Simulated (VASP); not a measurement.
Given:

```
CELL_PARAMETERS angstrom
      0.00000     3.00762     3.00762
      3.00762     0.00000     3.00762
     12.03320    12.03320    -0.00273
ATOMIC_POSITIONS crystal
  Cd 0.01009 0.01009 0.99244
  Cd 0.00322 0.00322 0.24759
  Cd 0.99715 0.99715 0.50213
  Cd 0.98972 0.98972 0.75771
  Se 0.25533 0.25533 0.05850
  Se 0.24937 0.24937 0.31297
  Se 0.24264 0.24264 0.56802
  S  0.25248 0.25248 0.81064
```

Computed with PBEsol GGA, VASP's PBE PAW potentials (set 64) (plane waves; VASP). Run with 400 eV cut-off, 7×7×2 Γ-centred mesh, tetrahedra with Blöchl corrections, potentials Cd Se S.

The cores are frozen, which limits the accuracy of field gradients.

### Question
Give the principal components of the electric field gradient (V/Å²) and the asymmetry η at each nucleus.

### Answer

```
atom   Vxx   Vyy    Vzz     η
----  ----  ----  -----  ----
Cd1    5.4   5.3  -10.7  0.00
Cd2   -1.2  -1.2    2.4  0.00
Cd3   -0.9  -0.9    1.8  0.00
Cd4   -2.8  -2.8    5.5  0.00
Se5   -6.9  -6.9   13.9  0.00
Se6   -6.4  -6.4   12.8  0.00
Se7   -5.9  -5.9   11.7  0.00
S8     7.7   7.7  -15.4  0.00
```

The structure was generated: Cd4SSe3 was put into an ordered model structure (R3m), which need not be its known phase. It was relaxed first.
